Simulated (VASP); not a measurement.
These are SCAN meta-GGA, VASP's PBE PAW potentials (set 64) (plane waves; VASP) values and carry that method's errors.

The input files of a VASP run:

**POSCAR**
```
KF
1
    0.0000000000     2.7008124749     2.7008124749
    2.7008124749     0.0000000000     2.7008124749
    2.7008124749     2.7008124749     0.0000000000
K F
1 1
Direct
  0.0000000000   0.0000000000   0.0000000000
  0.5000000000   0.5000000000   0.5000000000
```

**KPOINTS**
```
K-points
0
G
9 9 9
0 0 0
```

**INCAR**
```
ALGO=Normal
EDIFF=1E-7
ENCUT=520
ISIF=2
ISMEAR=0
LASPH=.TRUE.
LCHARG=.FALSE.
LMIXTAU=.TRUE.
LREAL=.FALSE.
LWAVE=.FALSE.
METAGGA=SCAN
NELM=100
PREC=Accurate
SIGMA=0.05
SYSTEM=KF
```

POTCAR, in this order: K_sv F (PBE.64 set). Program: vasp_std.

What VASP printed:

File OSZICAR:
```
       N       E                     dE             d eps       ncg     rms          rms(c)
DAV:   1     0.994320291675E+02    0.99432E+02   -0.85044E+03   848   0.130E+03
DAV:   2    -0.186821872470E+02   -0.11811E+03   -0.10928E+03  1072   0.343E+02
DAV:   3    -0.232944322760E+02   -0.46122E+01   -0.45936E+01  1088   0.634E+01
DAV:   4    -0.234371911142E+02   -0.14276E+00   -0.14258E+00  1276   0.973E+00
DAV:   5    -0.234399688360E+02   -0.27777E-02   -0.27776E-02  1092   0.121E+00    0.583E+00
DAV:   6    -0.183358777441E+02    0.51041E+01   -0.26829E+00  1132   0.191E+01    0.235E+00
DAV:   7    -0.177088573639E+02    0.62702E+00   -0.93656E-01  1056   0.128E+01    0.184E+00
DAV:   8    -0.187540681045E+02   -0.10452E+01   -0.44106E-01   992   0.986E+00    0.945E-01
DAV:   9    -0.173240890665E+02    0.14300E+01   -0.31596E-01   860   0.638E+00    0.945E-01
DAV:  10    -0.176420148089E+02   -0.31793E+00   -0.25900E-01   864   0.516E+00    0.176E-01
DAV:  11    -0.179168414065E+02   -0.27483E+00   -0.59038E-02   848   0.328E+00    0.403E-01
DAV:  12    -0.176948837625E+02    0.22196E+00   -0.43926E-02   844   0.309E+00    0.190E-01
DAV:  13    -0.176634280158E+02    0.31456E-01   -0.98650E-03   912   0.148E+00    0.216E-01
DAV:  14    -0.176719169866E+02   -0.84890E-02   -0.11130E-03  1012   0.450E-01    0.164E-01
DAV:  15    -0.176813044864E+02   -0.93875E-02   -0.72374E-03   840   0.125E+00    0.815E-02
DAV:  16    -0.176808476445E+02    0.45684E-03   -0.16773E-03   848   0.576E-01    0.182E-02
DAV:  17    -0.176811253057E+02   -0.27766E-03   -0.16555E-04   916   0.197E-01    0.130E-02
DAV:  18    -0.176812417065E+02   -0.11640E-03   -0.92954E-05   904   0.146E-01    0.784E-03
DAV:  19    -0.176812240421E+02    0.17664E-04   -0.19772E-05   964   0.675E-02    0.553E-03
DAV:  20    -0.176812405297E+02   -0.16488E-04   -0.15486E-05   916   0.548E-02    0.221E-03
DAV:  21    -0.176812399902E+02    0.53953E-06   -0.10863E-06  1028   0.156E-02    0.257E-03
DAV:  22    -0.176812405444E+02   -0.55421E-06   -0.16145E-06   892   0.184E-02    0.410E-04
DAV:  23    -0.176812411234E+02   -0.57904E-06   -0.45374E-07   896   0.110E-02    0.220E-04
DAV:  24    -0.176812408981E+02    0.22535E-06   -0.56429E-08   688   0.407E-03    0.120E-04
DAV:  25    -0.176812409383E+02   -0.40173E-07   -0.11503E-08   588   0.142E-03
   1 F= -.17681241E+02 E0= -.17681241E+02  d E =-.838874E-13
```

**OUTCAR**
```
------------------------ aborting loop because EDIFF is reached ----------------------------------------
  FORCE on cell =-STRESS in cart. coord.  units (eV):
  Direction    XX          YY          ZZ          XY          YZ          ZX
  --------------------------------------------------------------------------------------
  Total       -0.4778255     -0.4778255     -0.4778255      0.0000000      0.0000000      0.0000000
  in kB      -19.4297246    -19.4297246    -19.4297246      0.0000000      0.0000000      0.0000000
  external PRESSURE =     -19.4297246 kB  Pullay stress =       0.0000000 kB
  volume of cell :       39.40
      direct lattice vectors                 reciprocal lattice vectors
     0.000000000  2.700812475  2.700812475    -0.185129477  0.185129477  0.185129477
     2.700812475  0.000000000  2.700812475     0.185129477 -0.185129477  0.185129477
     2.700812475  2.700812475  0.000000000     0.185129477  0.185129477 -0.185129477
  FREE ENERGIE OF THE ION-ELECTRON SYSTEM (eV)
  ---------------------------------------------------
  free  energy   TOTEN  =       -17.6812409383 eV

  energy  without entropy=      -17.6812409383  energy(sigma->0) =      -17.68124094
```
(Selected blocks of OUTCAR.)

The compound is KF in the rock salt structure. This cell is one point of a volume scan, at 1.06 of the reference volume.
